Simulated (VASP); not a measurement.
Calculation: optB86b-vdW, VASP's PBE PAW potentials (set 64) (plane waves; VASP).

A VASP calculation is set up with these files.

### INCAR
```
AGGAC = 0.0
ALGO = Normal
EDIFF = 1E-7
EDIFFG = -0.01
ENCUT = 520
GGA = MK
IBRION = 2
ISIF = 4
ISMEAR = 1
LASPH = T
LCHARG = F
LMAXMIX = 6
LREAL = F
LUSE_VDW = T
LWAVE = F
NELM = 100
NSW = 30
PARAM1 = 0.1234
PARAM2 = 1.0
PREC = Accurate
SIGMA = 0.1
SYSTEM = PtSe2
```

KPOINTS:
```
Automatic mesh
0
Gamma
9 9 6
0 0 0
```

### POSCAR
```
PtSe2
1.0
  1.9280506364  -3.3394819210   0.0000000000
  1.9280506364   3.3394819210   0.0000000000
  0.0000000000   0.0000000000   5.0701868787
Pt Se
1 2
Direct
  0.0000000000   0.0000000000   0.0000000000
  0.3333330000   0.6666670000   0.2603164899
  0.6666670000   0.3333330000   0.7396835101
```

POTCAR, in this order: Pt Se (PBE.64 set). Program: vasp_std.

Output

OSZICAR:
```
       N       E                     dE             d eps       ncg     rms          rms(c)
DAV:   1     0.120023956878E+03    0.12002E+03   -0.10047E+04  1884   0.128E+03
DAV:   2    -0.450093913206E+01   -0.12452E+03   -0.12182E+03  2420   0.233E+02
DAV:   3    -0.952283185829E+01   -0.50219E+01   -0.49972E+01  2196   0.500E+01
DAV:   4    -0.956487859402E+01   -0.42047E-01   -0.42032E-01  2322   0.507E+00
DAV:   5    -0.956538029028E+01   -0.50170E-03   -0.50169E-03  2259   0.509E-01    0.106E+01
DAV:   6    -0.910073400272E+01    0.46465E+00   -0.56067E+00  1881   0.229E+01    0.715E+00
DAV:   7    -0.881802709181E+01    0.28271E+00   -0.10952E+00  1874   0.112E+01    0.318E+00
DAV:   8    -0.880736775309E+01    0.10659E-01   -0.98714E-02  1916   0.209E+00    0.920E-01
DAV:   9    -0.880266527626E+01    0.47025E-02   -0.14046E-02  2014   0.126E+00    0.233E-01
DAV:  10    -0.880277424751E+01   -0.10897E-03   -0.21237E-03  2105   0.306E-01    0.359E-02
DAV:  11    -0.880277825263E+01   -0.40051E-05   -0.44246E-05  2350   0.606E-02    0.246E-02
DAV:  12    -0.880278100355E+01   -0.27509E-05   -0.61572E-06  1986   0.199E-02    0.734E-03
DAV:  13    -0.880278141950E+01   -0.41595E-06   -0.18784E-06  2245   0.961E-03    0.142E-03
DAV:  14    -0.880278146027E+01   -0.40772E-07   -0.77238E-08  1595   0.247E-03
   1 F= -.88027815E+01 E0= -.88028782E+01  d E =-.880278E+01
       N       E                     dE             d eps       ncg     rms          rms(c)
DAV:   1    -0.883247900675E+01   -0.29698E-01   -0.21379E+00  1860   0.930E+00    0.710E-01
DAV:   2    -0.883394026472E+01   -0.14613E-02   -0.79081E-02  2154   0.192E+00    0.313E-01
DAV:   3    -0.883250141740E+01    0.14388E-02   -0.30809E-03  2128   0.455E-01    0.156E-01
DAV:   4    -0.883232309582E+01    0.17832E-03   -0.11267E-03  2106   0.251E-01    0.518E-02
DAV:   5    -0.883231493961E+01    0.81562E-05   -0.13760E-04  1930   0.113E-01    0.298E-02
DAV:   6    -0.883231828700E+01   -0.33474E-05   -0.22990E-05  2287   0.356E-02    0.734E-03
DAV:   7    -0.883231875628E+01   -0.46928E-06   -0.17472E-06  2021   0.966E-03    0.265E-03
DAV:   8    -0.883231891552E+01   -0.15924E-06   -0.10230E-07  1560   0.287E-03    0.100E-03
DAV:   9    -0.883231889427E+01    0.21251E-07   -0.21820E-08  1000   0.133E-03
   2 F= -.88323189E+01 E0= -.88324237E+01  d E =-.295374E-01
       N       E                     dE             d eps       ncg     rms          rms(c)
DAV:   1    -0.885263020995E+01   -0.20311E-01   -0.48210E+00  1860   0.140E+01    0.110E+00
DAV:   2    -0.885564855240E+01   -0.30183E-02   -0.17817E-01  2154   0.288E+00    0.468E-01
DAV:   3    -0.885233382567E+01    0.33147E-02   -0.71055E-03  2193   0.681E-01    0.235E-01
DAV:   4    -0.885191437185E+01    0.41945E-03   -0.26560E-03  2056   0.383E-01    0.806E-02
DAV:   5    -0.885189371467E+01    0.20657E-04   -0.31904E-04  1944   0.175E-01    0.447E-02
DAV:   6    -0.885190080094E+01   -0.70863E-05   -0.55192E-05  2273   0.545E-02    0.112E-02
DAV:   7    -0.885190184745E+01   -0.10465E-05   -0.41207E-06  2028   0.147E-02    0.427E-03
DAV:   8    -0.885190219108E+01   -0.34364E-06   -0.27039E-07  1982   0.466E-03    0.163E-03
DAV:   9    -0.885190215800E+01    0.33082E-07   -0.54704E-08  1098   0.209E-03
   3 F= -.88519022E+01 E0= -.88518694E+01  d E =-.491207E-01
       N       E                     dE             d eps       ncg     rms          rms(c)
DAV:   1    -0.885235599308E+01   -0.45380E-03   -0.13623E-01  1860   0.233E+00    0.182E-01
DAV:   2    -0.885240410130E+01   -0.48108E-04   -0.50594E-03  2098   0.484E-01    0.783E-02
DAV:   3    -0.885230998446E+01    0.94117E-04   -0.22748E-04  2258   0.120E-01    0.392E-02
DAV:   4    -0.885230086407E+01    0.91204E-05   -0.74054E-05  2022   0.640E-02    0.137E-02
DAV:   5    -0.885230071923E+01    0.14484E-06   -0.86867E-06  1972   0.290E-02    0.789E-03
DAV:   6    -0.885230132060E+01   -0.60137E-06   -0.15452E-06  2238   0.921E-03    0.185E-03
DAV:   7    -0.885230135757E+01   -0.36972E-07   -0.95361E-08  1242   0.237E-03
   4 F= -.88523014E+01 E0= -.88522510E+01  d E =-.495199E-01
       N       E                     dE             d eps       ncg     rms          rms(c)
DAV:   1    -0.886735861395E+01   -0.15057E-01   -0.64353E-01  1909   0.574E+00    0.542E-01
DAV:   2    -0.885850346063E+01    0.88552E-02   -0.28241E-02  1951   0.142E+00    0.299E-01
DAV:   3    -0.885670857282E+01    0.17949E-02   -0.52333E-03  2140   0.693E-01    0.146E-01
DAV:   4    -0.885618778278E+01    0.52079E-03   -0.19028E-03  2000   0.328E-01    0.655E-02
DAV:   5    -0.885618418490E+01    0.35979E-05   -0.16242E-04  2161   0.920E-02    0.221E-02
DAV:   6    -0.885618626749E+01   -0.20826E-05   -0.14005E-05  2259   0.304E-02    0.997E-03
DAV:   7    -0.885618680995E+01   -0.54246E-06   -0.17523E-06  2070   0.131E-02    0.263E-03
DAV:   8    -0.885618695112E+01   -0.14117E-06   -0.18726E-07  1645   0.363E-03    0.777E-04
DAV:   9    -0.885618696254E+01   -0.11421E-07   -0.23683E-08  1224   0.126E-03
   5 F= -.88561870E+01 E0= -.88562019E+01  d E =-.388560E-02
       N       E                     dE             d eps       ncg     rms          rms(c)
DAV:   1    -0.886389710121E+01   -0.77102E-02   -0.38832E-01  1923   0.446E+00    0.419E-01
DAV:   2    -0.885855712212E+01    0.53400E-02   -0.16957E-02  1951   0.110E+00    0.230E-01
DAV:   3    -0.885748213353E+01    0.10750E-02   -0.31028E-03  2140   0.532E-01    0.113E-01
DAV:   4    -0.885717885314E+01    0.30328E-03   -0.11028E-03  2035   0.250E-01    0.503E-02
DAV:   5    -0.885717658013E+01    0.22730E-05   -0.97086E-05  2119   0.708E-02    0.169E-02
DAV:   6    -0.885717783046E+01   -0.12503E-05   -0.82488E-06  2280   0.234E-02    0.763E-03
DAV:   7    -0.885717814838E+01   -0.31792E-06   -0.10466E-06  2070   0.102E-02    0.203E-03
DAV:   8    -0.885717823556E+01   -0.87180E-07   -0.11141E-07  1532   0.280E-03
   6 F= -.88571782E+01 E0= -.88572693E+01  d E =-.487688E-02
```

### OUTCAR
```
------------------------ aborting loop because EDIFF is reached ----------------------------------------
  FORCE on cell =-STRESS in cart. coord.  units (eV):
  Direction    XX          YY          ZZ          XY          YZ          ZX
  --------------------------------------------------------------------------------------
  Total       -0.6001386     -0.6001387     -0.5829361     -0.0000000      0.0000000      0.0000000
  in kB      -14.7268773    -14.7268789    -14.3047435     -0.0000000      0.0000000      0.0000000
  external PRESSURE =     -14.5861666 kB  Pullay stress =       0.0000000 kB
  volume of cell :       65.29
      direct lattice vectors                 reciprocal lattice vectors
     1.889287316 -3.272341793 -0.000000000     0.264650059 -0.152795775 -0.000000000
     1.889287316  3.272341793  0.000000000     0.264650059  0.152795775  0.000000000
    -0.000000000 -0.000000000  5.280375792     0.000000000 -0.000000000  0.189380461
 POSITION                                       TOTAL-FORCE (eV/Angst)
 -----------------------------------------------------------------------------------
      0.00000     -0.00000      0.00000         0.000000     -0.000000      0.000000
      1.88929      1.09078      1.30425         0.000000     -0.000000     -0.008070
      1.88929     -1.09078      3.97613        -0.000000      0.000000      0.008070
 -----------------------------------------------------------------------------------
    total drift:                               -0.000000      0.000000      0.000000
  FREE ENERGIE OF THE ION-ELECTRON SYSTEM (eV)
  ---------------------------------------------------
  free  energy   TOTEN  =        -8.8571782356 eV

  energy  without entropy=       -8.8574515154  energy(sigma->0) =       -8.85726933

 reached required accuracy - stopping structural energy minimisation
```
(Selected blocks of OUTCAR.)

CONTCAR:
```
PtSe2
   1.00000000000000
     1.8892873161974184   -3.2723417928085690   -0.0000000000000000
     1.8892873161974184    3.2723417928085690    0.0000000000000000
    -0.0000000000000000   -0.0000000000000000    5.2803757918128156
  Pt              Se
     1     2
Direct
     0.0000000000000000    0.0000000000000000    0.0000000000000000
     0.3333330000000032    0.6666669999999968    0.2469995017580565
     0.6666669999999968    0.3333330000000032    0.7530004982419434
```

The compound is PtSe2 in the 1T layered structure. This cell is one point of a volume scan, at 1.06 of the reference volume. Symmetry was kept, so distortions that lower it aren't found.
